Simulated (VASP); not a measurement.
## XPS shifts in Ta3W7

Which atoms of Ta3W7 bind their core electrons more tightly, and does the hole change the order?

Method: LDA; plane waves and PAW (Ta_pv, W), in the first sound run; inputs show where later runs differ, in VASP 6.6.1.

## (1) The starting structure

The cell holds 20 atoms: 6 Ta and 14 W. Its edges and angles: a = 6.340 Å, b = 6.340 Å, c = 20.340 Å, α = 90.0°, β = 90.0°, γ = 90.0°. It derives from W. Ta replaces host atoms (three quarters in the top layer, both faces). Regions: layer 1, 4 atoms (1 W and 3 Ta); layer 2, 4 atoms (4 W); layer 3, 4 atoms (4 W); other layers, 8 atoms (5 W and 3 Ta). Vacuum lies along c.

## (2) Relaxation

The free atoms are relaxed first inside the given cell, which is kept (ISIF = 0), since core levels depend on the positions.

The input, INCAR:

```
SYSTEM = Ta3W7
PREC = Normal
ENCUT = 330
EDIFF = 1E-05
NELM = 100
ISMEAR = 0
SIGMA = 0.1
LREAL = Auto
ALGO = Fast
GGA = CA
NBANDS = 95
LASPH = .TRUE.
LWAVE = .FALSE.
LCHARG = .FALSE.
NCORE = 8
IBRION = 2
NSW = 50
ISIF = 0
EDIFFG = -0.05
```

The input, POSCAR:

```
Ta3W7
1.0
    6.3400000000      0.0000000000      0.0000000000
    0.0000000000      6.3400000000      0.0000000000
    0.0000000000      0.0000000000     20.3400000000
Ta W
6 14
Selective dynamics
Direct
    0.0000000000      0.0000000000      0.6558505410  T T T
    0.5000000000      0.0000000000      0.6558505410  T T T
    0.0000000000      0.5000000000      0.6558505410  T T T
    0.0000000000      0.0000000000      0.3441494590  T T T
    0.5000000000      0.0000000000      0.3441494590  T T T
    0.0000000000      0.5000000000      0.3441494590  T T T
    0.5000000000      0.5000000000      0.6558505410  T T T
    0.2500000000      0.2500000000      0.5779252700  T T T
    0.7500000000      0.2500000000      0.5779252700  T T T
    0.2500000000      0.7500000000      0.5779252700  T T T
    0.7500000000      0.7500000000      0.5779252700  T T T
    0.0000000000      0.0000000000      0.5000000000  F F F
    0.5000000000      0.0000000000      0.5000000000  F F F
    0.0000000000      0.5000000000      0.5000000000  F F F
    0.5000000000      0.5000000000      0.5000000000  F F F
    0.2500000000      0.2500000000      0.4220747300  T T T
    0.7500000000      0.2500000000      0.4220747300  T T T
    0.2500000000      0.7500000000      0.4220747300  T T T
    0.7500000000      0.7500000000      0.4220747300  T T T
    0.5000000000      0.5000000000      0.3441494590  T T T
```

The input, KPOINTS:

```
Automatic mesh
0
Gamma
3 3 1
0 0 0
```

PAW data sets: Ta_pv and W (PBE family, release 64).

The run is started by

```bash
$ mpirun -np 8 vasp_std
```

Log:

```text
[banner, memory and clock lines left out]
running    8 mpi-ranks, on    1 nodes
 distrk:  each k-point on    8 cores,    1 groups
 distr:  one band on    8 cores,    1 groups

 POSCAR found type information on POSCAR TaW
 POSCAR found :  2 types and      20 ions
|                                                                             |
|           W    W    AA    RRRRR   N    N  II  N    N   GGGG   !!!           |
|           W    W   A  A   R    R  NN   N  II  NN   N  G    G  !!!           |
|           W    W  A    A  R    R  N N  N  II  N N  N  G       !!!           |
|           W WW W  AAAAAA  RRRRR   N  N N  II  N  N N  G  GGG   !            |
|           WW  WW  A    A  R   R   N   NN  II  N   NN  G    G                |
|           W    W  A    A  R    R  N    N  II  N    N   GGGG   !!!           |
|                                                                             |
|     For optimal performance we recommend to set                             |
|       NCORE = 2 up to number-of-cores-per-socket                            |
|     NCORE specifies how many cores store one orbital (NPAR=cpu/NCORE).      |
|     This setting can greatly improve the performance of VASP for DFT.       |
|     The default, NCORE=1 might be grossly inefficient on modern             |
|     multi-core architectures or massively parallel machines. Do your        |
|     Unfortunately you need to use the default for GW and RPA                |
|     calculations (for HF NCORE is supported but not extensively tested      |
|     yet).                                                                   |
|                                                                             |

|                                                                             |
|               ----> ADVICE to this user running VASP <----                  |
|                                                                             |
|     You enforced a specific xc type in the INCAR file but a different       |
|     [... a line on the potential file left out ...]
|     I HOPE YOU KNOW WHAT YOU ARE DOING!                                     |
|                                                                             |

 LDA part: xc-table for (Slater(with rela. corr.)+CA(PZ))
 , standard interpolation
 POSCAR, INCAR and KPOINTS ok, starting setup
 FFT: planning ... GRIDC
 FFT: planning ... GRID_SOFT
 FFT: planning ... GRID
 WAVECAR not read
 entering main loop
       N       E                     dE             d eps       ncg     rms          rms(c)
DAV:   1     0.664560488197E+03    0.66456E+03   -0.57213E+04   706   0.932E+02
DAV:   2    -0.202953310110E+03   -0.86751E+03   -0.82735E+03   700   0.268E+02
DAV:   3    -0.275401788575E+03   -0.72448E+02   -0.69685E+02   756   0.683E+01
DAV:   4    -0.280745859293E+03   -0.53441E+01   -0.52105E+01   892   0.157E+01
DAV:   5    -0.280969406312E+03   -0.22355E+00   -0.21839E+00   820   0.288E+00    0.888E+01
RMM:   6    -0.270714555655E+03    0.10255E+02   -0.13460E+02   722   0.210E+01    0.452E+01
RMM:   7    -0.290535198575E+03   -0.19821E+02   -0.15897E+02   751   0.231E+01    0.220E+01
RMM:   8    -0.256402259815E+03    0.34133E+02   -0.40552E+01   578   0.160E+01    0.917E+00
RMM:   9    -0.257583972789E+03   -0.11817E+01   -0.19413E+01   745   0.759E+00    0.452E+00
RMM:  10    -0.257727187659E+03   -0.14321E+00   -0.30225E+00   796   0.310E+00    0.380E+00
RMM:  11    -0.257658642017E+03    0.68546E-01   -0.47790E-01   716   0.128E+00    0.362E+00
RMM:  12    -0.257705193465E+03   -0.46551E-01   -0.90545E-01   746   0.160E+00    0.241E+00
RMM:  13    -0.257705924462E+03   -0.73100E-03   -0.16967E-01   743   0.932E-01    0.173E+00
RMM:  14    -0.257679837694E+03    0.26087E-01   -0.60007E-02   685   0.555E-01    0.122E+00
RMM:  15    -0.257645583475E+03    0.34254E-01   -0.40496E-02   738   0.390E-01    0.793E-01
RMM:  16    -0.257626332416E+03    0.19251E-01   -0.15639E-01   830   0.554E-01    0.202E-01
RMM:  17    -0.257632255966E+03   -0.59235E-02   -0.55485E-02   794   0.332E-01    0.250E-01
RMM:  18    -0.257630413563E+03    0.18424E-02   -0.48951E-03   671   0.147E-01    0.170E-01
RMM:  19    -0.257630143014E+03    0.27055E-03   -0.10123E-02   743   0.154E-01    0.651E-02
RMM:  20    -0.257630674836E+03   -0.53182E-03   -0.31084E-03   784   0.817E-02    0.865E-02
RMM:  21    -0.257630581564E+03    0.93272E-04   -0.42500E-04   601   0.296E-02    0.691E-02
RMM:  22    -0.257630481839E+03    0.99724E-04   -0.15354E-03   804   0.612E-02    0.155E-02
RMM:  23    -0.257630604939E+03   -0.12310E-03   -0.70560E-04   727   0.361E-02    0.391E-02
RMM:  24    -0.257630590298E+03    0.14641E-04   -0.12943E-04   490   0.183E-02    0.250E-02
RMM:  25    -0.257630628059E+03   -0.37760E-04   -0.22716E-04   656   0.217E-02    0.371E-03
RMM:  26    -0.257630688002E+03   -0.59943E-04   -0.94638E-05   505   0.126E-02    0.102E-02
RMM:  27    -0.257630718502E+03   -0.30499E-04   -0.22038E-05   368   0.826E-03    0.382E-03
RMM:  28    -0.257630746315E+03   -0.27813E-04   -0.20894E-05   291   0.445E-03    0.411E-03
RMM:  29    -0.257630762757E+03   -0.16443E-04   -0.13174E-05   358   0.676E-03    0.465E-03
RMM:  30    -0.257630766551E+03   -0.37934E-05   -0.61403E-06   297   0.490E-03
   1 F= -.25763077E+03 E0= -.25756476E+03  d E =-.257631E+03
 curvature:   0.00 expect dE= 0.000E+00 dE for cont linesearch  0.000E+00
 trial: gam= 0.00000 g(F)=  0.120E+01 g(S)=  0.000E+00 ort = 0.000E+00 (trialstep = 0.100E+01)
 search vector abs. value=  0.120E+01
 bond charge predicted
       N       E                     dE             d eps       ncg     rms          rms(c)
DAV:   1    -0.257851398272E+03   -0.22064E+00   -0.18489E+02   570   0.420E+01    0.409E+00
RMM:   2    -0.258275882875E+03   -0.42448E+00   -0.56072E+00   625   0.917E+00    0.344E+00
RMM:   3    -0.258354447824E+03   -0.78565E-01   -0.12836E+00   731   0.338E+00    0.225E+00
RMM:   4    -0.258384367425E+03   -0.29920E-01   -0.42496E-01   709   0.170E+00    0.142E+00
RMM:   5    -0.258385953136E+03   -0.15857E-02   -0.20107E-01   712   0.111E+00    0.599E-01
RMM:   6    -0.258378028136E+03    0.79250E-02   -0.62348E-02   684   0.598E-01    0.286E-01
RMM:   7    -0.258379541540E+03   -0.15134E-02   -0.31433E-02   798   0.317E-01    0.142E-01
RMM:   8    -0.258380247101E+03   -0.70556E-03   -0.10107E-02   793   0.167E-01    0.752E-02
RMM:   9    -0.258380633036E+03   -0.38593E-03   -0.47211E-03   835   0.959E-02    0.268E-02
RMM:  10    -0.258380830754E+03   -0.19772E-03   -0.21885E-03   794   0.530E-02    0.135E-02
RMM:  11    -0.258380941133E+03   -0.11038E-03   -0.11037E-03   600   0.301E-02    0.953E-03
RMM:  12    -0.258381001618E+03   -0.60484E-04   -0.60146E-04   489   0.186E-02    0.430E-03
RMM:  13    -0.258381032165E+03   -0.30547E-04   -0.30483E-04   445   0.126E-02    0.285E-03
RMM:  14    -0.258381049175E+03   -0.17010E-04   -0.16929E-04   404   0.904E-03    0.157E-03
RMM:  15    -0.258381059192E+03   -0.10016E-04   -0.10050E-04   351   0.665E-03    0.982E-04
RMM:  16    -0.258381065468E+03   -0.62759E-05   -0.62010E-05   287   0.516E-03
   2 F= -.25838107E+03 E0= -.25832349E+03  d E =-.750299E+00
[...]
3 F= -.25839708E+03 E0= -.25833562E+03  d E =-.766316E+00
[...]
4 F= -.25861796E+03 E0= -.25855925E+03  d E =-.220878E+00
[...]
5 F= -.25867085E+03 E0= -.25861417E+03  d E =-.273764E+00
[...]
6 F= -.25868102E+03 E0= -.25862694E+03  d E =-.101709E-01
[...]
7 F= -.25868281E+03 E0= -.25862799E+03  d E =-.119663E-01
 curvature:  -0.42 expect dE=-0.144E-02 dE for cont linesearch -0.602E-06
 trial: gam= 0.11534 g(F)=  0.340E-02 g(S)=  0.000E+00 ort = 0.199E-03 (trialstep = 0.112E+01)
 search vector abs. value=  0.381E-02
 bond charge predicted
       N       E                     dE             d eps       ncg     rms          rms(c)
DAV:   1    -0.258679607310E+03    0.32086E-02   -0.92955E-01   612   0.331E+00    0.206E-01
RMM:   2    -0.258684270199E+03   -0.46629E-02   -0.56074E-02   644   0.904E-01    0.153E-01
RMM:   3    -0.258685433501E+03   -0.11633E-02   -0.11441E-02   727   0.316E-01    0.110E-01
RMM:   4    -0.258685555970E+03   -0.12247E-03   -0.19524E-03   714   0.137E-01    0.586E-02
RMM:   5    -0.258685600513E+03   -0.44543E-04   -0.72031E-04   721   0.796E-02    0.389E-02
RMM:   6    -0.258685572995E+03    0.27519E-04   -0.19829E-04   645   0.420E-02    0.170E-02
RMM:   7    -0.258685578128E+03   -0.51327E-05   -0.76128E-05   499   0.221E-02
   8 F= -.25868558E+03 E0= -.25862983E+03  d E =-.276507E-02
 trial-energy change:   -0.002765  1 .order   -0.002664   -0.003819   -0.001508
 step:   1.6421(harm=  1.8453)  dis= 0.01085  next Energy=  -258.685944 (dE=-0.313E-02)
 reached required accuracy - stopping structural energy minimisation
```

Elapsed: 35 s, on 8 MPI ranks of AMD EPYC 9R45, shared host; peak memory 0.87 GiB.

Lines that name or quote the potential files are left out of all logs, and their timing lines are given in words.

Parts of OUTCAR (step 2):

```text
ion  position               nearest neighbor table
   1  0.000  0.000  0.656-   8 2.75   9 2.75  10 2.75  11 2.75   2 3.17   3 3.17   3 3.17   2 3.17
                            12 3.17
   2  0.500  0.000  0.656-   8 2.75   9 2.75  10 2.75  11 2.75   1 3.17   7 3.17   7 3.17   1 3.17
                            13 3.17
   3  0.000  0.500  0.656-   8 2.75   9 2.75  10 2.75  11 2.75   1 3.17   7 3.17   1 3.17   7 3.17
                            14 3.17
   4  0.000  0.000  0.344-  16 2.75  17 2.75  18 2.75  19 2.75   5 3.17   6 3.17   6 3.17   5 3.17
                            12 3.17
   5  0.500  0.000  0.344-  16 2.75  17 2.75  18 2.75  19 2.75   4 3.17  20 3.17  20 3.17   4 3.17
                            13 3.17
   6  0.000  0.500  0.344-  16 2.75  17 2.75  18 2.75  19 2.75   4 3.17  20 3.17   4 3.17  20 3.17
                            14 3.17
   7  0.500  0.500  0.656-   8 2.75   9 2.75  10 2.75  11 2.75   2 3.17   3 3.17   2 3.17   3 3.17
                            15 3.17
   8  0.250  0.250  0.578-  12 2.75  13 2.75  14 2.75  15 2.75   1 2.75   2 2.75   3 2.75   7 2.75
                            16 3.17  10 3.17   9 3.17  10 3.17   9 3.17
   9  0.750  0.250  0.578-  12 2.75  13 2.75  14 2.75  15 2.75   1 2.75   2 2.75   3 2.75   7 2.75
                            17 3.17  11 3.17   8 3.17  11 3.17   8 3.17
  10  0.250  0.750  0.578-  12 2.75  13 2.75  14 2.75  15 2.75   1 2.75   2 2.75   3 2.75   7 2.75
                            18 3.17  11 3.17   8 3.17   8 3.17  11 3.17
  11  0.750  0.750  0.578-  12 2.75  13 2.75  14 2.75  15 2.75   1 2.75   2 2.75   3 2.75   7 2.75
                            19 3.17  10 3.17   9 3.17   9 3.17  10 3.17
  12  0.000  0.000  0.500-   8 2.75   9 2.75  10 2.75  11 2.75  16 2.75  17 2.75  18 2.75  19 2.75
                            13 3.17  14 3.17  14 3.17  13 3.17   1 3.17   4 3.17
  13  0.500  0.000  0.500-   8 2.75   9 2.75  10 2.75  11 2.75  16 2.75  17 2.75  18 2.75  19 2.75
                            12 3.17  15 3.17  15 3.17  12 3.17   2 3.17   5 3.17
  14  0.000  0.500  0.500-   8 2.75   9 2.75  10 2.75  11 2.75  16 2.75  17 2.75  18 2.75  19 2.75
                            12 3.17  15 3.17  12 3.17  15 3.17   3 3.17   6 3.17
  15  0.500  0.500  0.500-   8 2.75   9 2.75  10 2.75  11 2.75  16 2.75  17 2.75  18 2.75  19 2.75
                            13 3.17  14 3.17  13 3.17  14 3.17   7 3.17  20 3.17
  16  0.250  0.250  0.422-  12 2.75  13 2.75  14 2.75  15 2.75   5 2.75   6 2.75   4 2.75  20 2.75
                             8 3.17  18 3.17  17 3.17  18 3.17  17 3.17
  17  0.750  0.250  0.422-  12 2.75  13 2.75  14 2.75  15 2.75   5 2.75   6 2.75   4 2.75  20 2.75
                             9 3.17  19 3.17  16 3.17  19 3.17  16 3.17
  18  0.250  0.750  0.422-  12 2.75  13 2.75  14 2.75  15 2.75   5 2.75   6 2.75   4 2.75  20 2.75
                            10 3.17  19 3.17  16 3.17  16 3.17  19 3.17
  19  0.750  0.750  0.422-  12 2.75  13 2.75  14 2.75  15 2.75   5 2.75   6 2.75   4 2.75  20 2.75
                            11 3.17  18 3.17  17 3.17  17 3.17  18 3.17
  20  0.500  0.500  0.344-  16 2.75  17 2.75  18 2.75  19 2.75   5 3.17   6 3.17   5 3.17   6 3.17
                            15 3.17

  LATTYP: Found a simple tetragonal cell.
 ALAT       =     6.3400000000
 C/A-ratio  =     3.2082018927

 Subroutine GETGRP returns: Found 16 space group operations
 (whereof 16 operations were pure point group operations)

The static configuration has the point symmetry D_4h.

 Found      3 irreducible k-points:

   k-points           NKPTS =      3   k-points in BZ     NKDIM =      3   number of bands    NBANDS=     95

   dimension x,y,z NGX =    28 NGY =   28 NGZ =   90
   dimension x,y,z NGXF=    56 NGYF=   56 NGZF=  180

   ENCUT  =  330.0 eV  24.25 Ry    4.92 a.u.   9.39  9.39 30.13*2*pi/ulx,y,z

   NELECT =     150.0000    total number of electrons

 k-points in reciprocal lattice and weights: Automatic mesh
   0.00000000  0.00000000  0.00000000       0.111
   0.33333333  0.00000000  0.00000000       0.444
   0.33333333  0.33333333  0.00000000       0.444

 average (electrostatic) potential at core
       1 -41.8884       2 -42.0358       3 -42.0358       4 -41.8884       5 -42.0358
       6 -42.0358       7 -44.4303       8 -44.3364       9 -44.3364      10 -44.3364
      11 -44.3364      12 -44.7877      13 -44.7786      14 -44.7786      15 -44.8012
      16 -44.3364      17 -44.3364      18 -44.3364      19 -44.3364      20 -44.4303

 E-fermi :   0.4935

 k-point     1 :       0.0000    0.0000    0.0000
  band No.  band energies     occupation
    ...
     69      -0.0820      2.00000
     70      -0.0820      2.00000
     71       0.0671      2.00000
     72       0.2165      1.99991
     73       0.5233      0.67411
     74       0.5498      0.42579
     75       0.5498      0.42579
     76       0.6048      0.11561
     77       0.7547      0.00022
     78       0.7547      0.00022
    ...

 k-point     2 :       0.3333    0.0000    0.0000
  band No.  band energies     occupation
    ...
     70      -0.2445      2.00000
     71      -0.0825      2.00000
     72      -0.0730      2.00000
     73       0.1157      2.00000
     74       0.2862      1.99664
     75       0.5681      0.29171
     76       0.6577      0.02023
     77       0.7249      0.00107
     78       0.8090      0.00001
     79       0.8733      0.00000
    ...

 k-point     3 :       0.3333    0.3333    0.0000
  band No.  band energies     occupation
    ...
     73       0.2564      1.99920
     74       0.2647      1.99879
     75       0.4041      1.79380
     76       0.4396      1.55427
     77       0.4923      1.01333
     78       0.5620      0.33283
     79       0.6450      0.03216
     80       0.6490      0.02784
     81       0.6658      0.01485
     82       0.6690      0.01309
    ...

  energy-cutoff  :      330.00
  volume of cell :      817.58
      direct lattice vectors                 reciprocal lattice vectors
     6.340000000  0.000000000  0.000000000     0.157728707  0.000000000  0.000000000
     0.000000000  6.340000000  0.000000000     0.000000000  0.157728707  0.000000000
     0.000000000  0.000000000 20.340000000     0.000000000  0.000000000  0.049164208

 POSITION                                       TOTAL-FORCE (eV/Angst)
 -----------------------------------------------------------------------------------
      0.00000      0.00000     13.21728         0.000000      0.000000      0.016231
      3.17000      0.00000     13.25852         0.000000      0.000000     -0.046265
      0.00000      3.17000     13.25852         0.000000      0.000000     -0.046265
      0.00000      0.00000      7.12272         0.000000      0.000000     -0.016231
      3.17000      0.00000      7.08148         0.000000      0.000000      0.046265
      0.00000      3.17000      7.08148         0.000000      0.000000      0.046265
      3.17000      3.17000     13.08559         0.000000      0.000000     -0.026432
      1.58592      1.58592     11.74287         0.008651      0.008651     -0.008795
      4.75408      1.58592     11.74287        -0.008651      0.008651     -0.008795
      1.58592      4.75408     11.74287         0.008651     -0.008651     -0.008795
      4.75408      4.75408     11.74287        -0.008651     -0.008651     -0.008795
      0.00000      0.00000     10.17000         0.000000      0.000000      0.000000
      3.17000      0.00000     10.17000         0.000000      0.000000      0.000000
      0.00000      3.17000     10.17000         0.000000      0.000000      0.000000
      3.17000      3.17000     10.17000         0.000000      0.000000      0.000000
      1.58592      1.58592      8.59713         0.008651      0.008651      0.008795
      4.75408      1.58592      8.59713        -0.008651      0.008651      0.008795
      1.58592      4.75408      8.59713         0.008651     -0.008651      0.008795
      4.75408      4.75408      8.59713        -0.008651     -0.008651      0.008795
      3.17000      3.17000      7.25441         0.000000      0.000000      0.026432
 -----------------------------------------------------------------------------------
    total drift:                                0.000000     -0.000000      0.000000

  FREE ENERGIE OF THE ION-ELECTRON SYSTEM (eV)
  ---------------------------------------------------
  free  energy   TOTEN  =      -258.6855781277 eV

  energy  without entropy=     -258.5740841588  energy(sigma->0) =     -258.62983114

 reached required accuracy - stopping structural energy minimisation
```

The PAW data sets were made with PBE, though LDA sets exist; this is a small mismatch. The data set W keeps the semicore shell frozen, which is cheaper and a little less accurate. The run keeps the 16 symmetry operations of its start, so it cannot find a distortion of lower symmetry.

Step by step:

```
step  energy less that of the first step (eV)  largest force (eV/Å)
   1                                   0.0000                2.5146
   2                                  -0.7503                1.1515
   3                                  -0.7663                0.8453
   4                                  -0.9872                0.4379
   5                                  -1.0401                0.2389
   6                                  -1.0503                0.1315
   7                                  -1.0520                0.1233
   8                                  -1.0548                0.0463
```

The atoms that moved most (Å):

```
atom     dx     dy      dz  length
 W20  0.000  0.000   0.254   0.254
  W7  0.000  0.000  -0.254   0.254
 Ta4  0.000  0.000   0.123   0.123
 Ta1  0.000  0.000  -0.123   0.123
 Ta5  0.000  0.000   0.081   0.081
 Ta6  0.000  0.000   0.081   0.081
 Ta2  0.000  0.000  -0.081   0.081
 Ta3  0.000  0.000  -0.081   0.081
```

The relaxed structure:

```xyz
20
Lattice="6.3400 0.0000 0.0000 0.0000 6.3400 0.0000 0.0000 0.0000 20.3400" Properties=species:S:1:pos:R:3
Ta    0.0000    0.0000   13.2173
Ta    3.1700    0.0000   13.2585
Ta    0.0000    3.1700   13.2585
Ta    0.0000    0.0000    7.1227
Ta    3.1700    0.0000    7.0815
Ta    0.0000    3.1700    7.0815
W     3.1700    3.1700   13.0856
W     1.5859    1.5859   11.7429
W     4.7541    1.5859   11.7429
W     1.5859    4.7541   11.7429
W     4.7541    4.7541   11.7429
W     0.0000    0.0000   10.1700
W     3.1700    0.0000   10.1700
W     0.0000    3.1700   10.1700
W     3.1700    3.1700   10.1700
W     1.5859    1.5859    8.5971
W     4.7541    1.5859    8.5971
W     1.5859    4.7541    8.5971
W     4.7541    4.7541    8.5971
W     3.1700    3.1700    7.2544
```

This step gave:

```
free energy (TOTEN)     : -258.6856 eV
energy at zero smearing : -258.6298 eV
Fermi energy            : 0.4935 eV
```

The forces on the free atoms are under 0.05 eV/Å.

(Part 1 of 4 ends here.)

[Lines on the potential files, build, host, timing and source positions are cut from VASP's logs without a mark.]

[Logs are printed without paths, hosts, clocks, repeated set-up lines and the standing remarks that a program may print on its own settings, such as how far it seeks lower states.]

[Hosts, paths, dates, database ids (printed as entryN), source tags and the programs' standing remarks are cut or masked in the printed files.]
